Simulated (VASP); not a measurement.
Method: PBEsol GGA, VASP's PBE PAW potentials (set 64) (plane waves; VASP 6.6.1).

VASP ran on this input.

**POSCAR**
```
BBi
1
    0.0000000000     2.5056000000     2.5056000000
    2.5056000000     0.0000000000     2.5056000000
    2.5056000000     2.5056000000     0.0000000000
B Bi
1 1
Direct
  0.0000000000   0.0000000000   0.0000000000
  0.5000000000   0.5000000000   0.5000000000
```

File KPOINTS:
```
Automatic mesh
0
Gamma
8 8 8
```

**INCAR**
```
SYSTEM = BBi
PREC = Accurate
ENCUT = 520
EDIFF = 1E-6
NELM = 100
ALGO = Normal
LREAL = .FALSE.
LASPH = .TRUE.
ISMEAR = 0
SIGMA = 0.05
GGA = PS
LMAXMIX = 4
LWAVE = .FALSE.
LCHARG = .FALSE.
IBRION = 2
ISIF = 3
NSW = 60
EDIFFG = -0.01
```

POTCAR, in this order: B Bi_d (PBE.64 set). Program: vasp_std.

Problem. What will the output report for the number of irreducible k-points (NKPTS), number of bands (NBANDS), largest plane-wave count, number of space-group operations, FFT grid (NGX, NGY, NGZ)?

Solution. 
The number of irreducible k-points (NKPTS) is 29 and the number of bands (NBANDS) is 13. The largest plane-wave count is 877 and the number of space-group operations is 48. The FFT grid (NGX, NGY, NGZ) is 28 × 28 × 28.

The structure was generated: BBi was put into the rock salt type (Fm-3m), which need not be its known phase. This run relaxes it. Symmetry was kept, so distortions that lower it aren't found.
